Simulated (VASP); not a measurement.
Output of a VASP run:

**OSZICAR**
```
...
  Degree of freedom:   2/  3
       N       E                     dE             d eps       ncg     rms          rms(c)
RMM:   1    -0.336083481284E+00   -0.33608E+00   -0.19618E-01  3557   0.398E+00
RMM:   2    -0.337992488732E+00   -0.19090E-02   -0.12724E-02  3745   0.829E-01    0.424E-02
RMM:   3    -0.338286377634E+00   -0.29389E-03   -0.22026E-03  4195   0.292E-01    0.215E-02
RMM:   4    -0.338281353323E+00    0.50243E-05   -0.26105E-04  4338   0.884E-02    0.636E-03
RMM:   5    -0.338286081348E+00   -0.47280E-05   -0.39568E-05  4537   0.292E-02    0.191E-03
RMM:   6    -0.338286096790E+00   -0.15442E-07   -0.53727E-06  4597   0.968E-03    0.841E-04
RMM:   7    -0.338285769688E+00    0.32710E-06   -0.13330E-06  4892   0.380E-03    0.179E-04
RMM:   8    -0.338285267399E+00    0.50229E-06   -0.51951E-07  5144   0.186E-03    0.648E-05
RMM:   9    -0.338284985355E+00    0.28204E-06   -0.26153E-07  5246   0.104E-03    0.316E-05
RMM:  10    -0.338284844542E+00    0.14081E-06   -0.87046E-09  5378   0.693E-04    0.200E-05
RMM:  11    -0.338284847830E+00   -0.32874E-08   -0.61530E-08  5392   0.527E-04    0.653E-06
 Linear response progress:
  Degree of freedom:   3/  3
       N       E                     dE             d eps       ncg     rms          rms(c)
RMM:   1    -0.336776758049E+00   -0.33678E+00   -0.20354E-01  5880   0.394E+00
RMM:   2    -0.338369498481E+00   -0.15927E-02   -0.14883E-02  5984   0.801E-01    0.404E-02
RMM:   3    -0.338420749776E+00   -0.51251E-04   -0.23024E-03  6956   0.299E-01    0.210E-02
RMM:   4    -0.338395324905E+00    0.25425E-04   -0.29440E-04  7176   0.910E-02    0.548E-03
RMM:   5    -0.338391730951E+00    0.35940E-05   -0.46365E-05  7812   0.306E-02    0.217E-03
RMM:   6    -0.338391132823E+00    0.59813E-06   -0.10652E-05  8346   0.114E-02    0.820E-04
RMM:   7    -0.338388523191E+00    0.26096E-05   -0.37462E-06  8341   0.524E-03    0.117E-04
RMM:   8    -0.338388308699E+00    0.21449E-06   -0.15129E-06  8791   0.275E-03    0.818E-05
RMM:   9    -0.338387710039E+00    0.59866E-06   -0.47453E-07  8837   0.161E-03    0.580E-05
RMM:  10    -0.338386963973E+00    0.74607E-06   -0.30768E-07  8851   0.106E-03    0.240E-05
RMM:  11    -0.338386828208E+00    0.13576E-06   -0.55650E-07  8959   0.771E-04    0.101E-05
RMM:  12    -0.338386710289E+00    0.11792E-06   -0.15918E-07  9171   0.606E-04    0.527E-06
RMM:  13    -0.338386666604E+00    0.43685E-07   -0.10127E-07  9305   0.509E-04    0.304E-06
RMM:  14    -0.338386637901E+00    0.28704E-07   -0.30156E-07  9402   0.453E-04    0.197E-06
RMM:  15    -0.338386649561E+00   -0.11660E-07    0.54419E-07  9437   0.418E-04    0.161E-06
RMM:  16    -0.338386637133E+00    0.12428E-07   -0.60452E-07  9399   0.397E-04    0.119E-06
RMM:  17    -0.338386636999E+00    0.13437E-09    0.37509E-07  9389   0.385E-04    0.109E-06
RMM:  18    -0.338386639564E+00   -0.25649E-08   -0.53335E-07  9174   0.377E-04    0.147E-06
RMM:  19    -0.338386646534E+00   -0.69704E-08    0.46924E-07  8854   0.371E-04    0.118E-06
RMM:  20    -0.338386638211E+00    0.83233E-08   -0.54320E-07  8791   0.368E-04    0.134E-06
RMM:  21    -0.338386648172E+00   -0.99617E-08    0.48294E-07  8662   0.366E-04    0.118E-06
RMM:  22    -0.338386637371E+00    0.10802E-07   -0.57004E-07  8542   0.365E-04    0.146E-06
RMM:  23    -0.338386649078E+00   -0.11707E-07    0.52615E-07  8459   0.364E-04    0.138E-06
 Linear response finished
```

**OUTCAR**
```
------------------------ aborting loop because EDIFF is reached ----------------------------------------

   1 f  =    4.316154 THz    27.119198 2PiTHz  143.971416 cm-1    17.850173 meV
             X         Y         Z           dx          dy          dz
      0.000000  0.000000  0.000000     0.001263   -0.086882   -0.938843
      0.000000  2.443761  2.443761     0.000071    0.021438    0.231659
      2.443761  0.000000  2.443761    -0.000312   -0.004851    0.231659
      2.443761  2.443761  0.000000    -0.000312    0.021438   -0.052420

   2 f  =    4.316154 THz    27.119198 2PiTHz  143.971416 cm-1    17.850173 meV
             X         Y         Z           dx          dy          dz
      0.000000  0.000000  0.000000    -0.029903   -0.938376    0.086798
      0.000000  2.443761  2.443761    -0.001670    0.231544   -0.021417
      2.443761  0.000000  2.443761     0.007379   -0.052394   -0.021417
      2.443761  2.443761  0.000000     0.007379    0.231544    0.004846

   3 f  =    4.316154 THz    27.119198 2PiTHz  143.971416 cm-1    17.850173 meV
             X         Y         Z           dx          dy          dz
      0.000000  0.000000  0.000000    -0.942381    0.029659   -0.004013
      0.000000  2.443761  2.443761    -0.052617   -0.007318    0.000990
      2.443761  0.000000  2.443761     0.232532    0.001656    0.000990
      2.443761  2.443761  0.000000     0.232532   -0.007318   -0.000224

   4 f  =    1.261829 THz     7.928302 2PiTHz   42.090068 cm-1     5.218501 meV
             X         Y         Z           dx          dy          dz
      0.000000  0.000000  0.000000    -0.000000    0.000000    0.000000
      0.000000  2.443761  2.443761     0.000000   -0.678839    0.196164
      2.443761  0.000000  2.443761     0.026399    0.000000   -0.196164
      2.443761  2.443761  0.000000    -0.026399    0.678839    0.000000

   5 f  =    1.261829 THz     7.928302 2PiTHz   42.090068 cm-1     5.218501 meV
             X         Y         Z           dx          dy          dz
      0.000000  0.000000  0.000000    -0.000000   -0.000000    0.000000
      0.000000  2.443761  2.443761    -0.000000   -0.065959   -0.313114
      2.443761  0.000000  2.443761     0.630562    0.000000    0.313114
      2.443761  2.443761  0.000000    -0.630562    0.065959    0.000000

   6 f  =    1.261829 THz     7.928302 2PiTHz   42.090068 cm-1     5.218501 meV
             X         Y         Z           dx          dy          dz
      0.000000  0.000000  0.000000     0.000000    0.000000    0.000000
      0.000000  2.443761  2.443761     0.000000    0.186619    0.602892
      2.443761  0.000000  2.443761     0.318895   -0.000000   -0.602892
      2.443761  2.443761  0.000000    -0.318895   -0.186619   -0.000000

   7 f  =    0.286114 THz     1.797707 2PiTHz    9.543732 cm-1     1.183271 meV
             X         Y         Z           dx          dy          dz
      0.000000  0.000000  0.000000     0.241535   -0.010199    0.000159
      0.000000  2.443761  2.443761    -0.786916   -0.016907    0.000264
      2.443761  0.000000  2.443761     0.400402    0.033228    0.000264
      2.443761  2.443761  0.000000     0.400402   -0.016907   -0.000519

   8 f  =    0.286114 THz     1.797707 2PiTHz    9.543732 cm-1     1.183271 meV
             X         Y         Z           dx          dy          dz
      0.000000  0.000000  0.000000    -0.001563   -0.033270    0.239445
      0.000000  2.443761  2.443761     0.005092   -0.055153    0.396938
      2.443761  0.000000  2.443761    -0.002591    0.108394    0.396938
      2.443761  2.443761  0.000000    -0.002591   -0.055153   -0.780106

   9 f  =    0.286114 THz     1.797707 2PiTHz    9.543732 cm-1     1.183271 meV
             X         Y         Z           dx          dy          dz
      0.000000  0.000000  0.000000     0.010080    0.239233    0.033307
      0.000000  2.443761  2.443761    -0.032840    0.396586    0.055214
      2.443761  0.000000  2.443761     0.016710   -0.779415    0.055214
      2.443761  2.443761  0.000000     0.016710    0.396586   -0.108512

  10 f/i=    0.019900 THz     0.125036 2PiTHz    0.663796 cm-1     0.082300 meV
             X         Y         Z           dx          dy          dz
      0.000000  0.000000  0.000000     0.000661    0.000987   -0.229299
      0.000000  2.443761  2.443761     0.001771    0.002299   -0.534096
      2.443761  0.000000  2.443761     0.001541    0.002643   -0.534096
...
```
(Selected blocks of OUTCAR.)

### POSCAR
```
CaPb3
1
    4.8875230000     0.0000000000     0.0000000000
    0.0000000000     4.8875230000     0.0000000000
    0.0000000000     0.0000000000     4.8875230000
Ca Pb
1 3
Direct
  0.0000000000   0.0000000000   0.0000000000
  0.0000000000   0.5000000000   0.5000000000
  0.5000000000   0.0000000000   0.5000000000
  0.5000000000   0.5000000000   0.0000000000
```

**Question.** Reconstruct the remaining input files.

**Answer.** One answer among several that fit: the input of the run itself, LDA (Ceperley-Alder, Perdew-Zunger), plane waves, VASP's LDA PAW potentials (set 64).

### INCAR
```
NSW=1
SYSTEM=CaPb3
ALGO=Normal   ! blocked Davidson
LASPH=T   ! aspherical one-centre terms
LEPSILON=F
EDIFF=1E-8
PREC=Accurate
ISIF=2
LCHARG=F
NELM=100
ENCUT=300   ! plane-wave cut-off (eV)
LWAVE=F
ISMEAR=0   ! Gaussian
SIGMA=0.136   ! width (eV)
LREAL=F
LMAXMIX=4   ! l cut-off of mixed one-centre charges
IBRION=8
```

### KPOINTS
```
Regular mesh
0
G
  6 6 6
```

POTCAR, in this order: Ca_sv Pb_d (LDA.64 set). Program: vasp_std.

The structure comes from a computed database's CaPb3 entry (Pm-3m); how it stands against other phases isn't given here. The cell was not relaxed at this level. The run is one of a series of settings (EDIFF = 1E-8, IBRION = 8, LEPSILON = .FALSE., NSW = 1 against the base run), some of them coarse on purpose.
